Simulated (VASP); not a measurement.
Given:

```yaml
crystal:
  lattice:
    - [1.64698, -2.85266, 0.00000]
    - [1.64698, 2.85266, 0.00000]
    - [0.00000, 0.00000, 12.95838]
  atoms:
    - { symbol: Mo, position: [0.33333, 0.66667, 0.25000] }
    - { symbol: Mo, position: [0.66667, 0.33333, 0.75000] }
    - { symbol: Se, position: [0.33333, 0.66667, 0.87912] }
    - { symbol: Se, position: [0.66667, 0.33333, 0.37912] }
    - { symbol: Se, position: [0.66667, 0.33333, 0.12088] }
    - { symbol: Se, position: [0.33333, 0.66667, 0.62088] }
```

Method: PBE GGA with D3 dispersion (zero damping), VASP's PBE PAW potentials (set 64) (plane waves; VASP). Numerical set-up: 520 eV cut-off, 9×9×2 Γ-centred mesh, tetrahedra with Blöchl corrections, potentials Mo_sv Se.

The cores are frozen, which limits the accuracy of field gradients.

Q: Give the principal components of the electric field gradient (V/Å²) and the asymmetry η at each nucleus.

A: 
| atom | Vxx | Vyy | Vzz | η |
|---|---|---|---|---|
| Mo1 | 35.6 | 35.6 | -71.3 | 0.00 |
| Mo2 | 35.6 | 35.6 | -71.3 | 0.00 |
| Se3 | 46.3 | 46.3 | -92.6 | 0.00 |
| Se4 | 46.3 | 46.3 | -92.6 | 0.00 |
| Se5 | 46.3 | 46.3 | -92.6 | 0.00 |
| Se6 | 46.3 | 46.3 | -92.6 | 0.00 |

The compound is MoSe2 in the 2H layered structure. It was relaxed first.
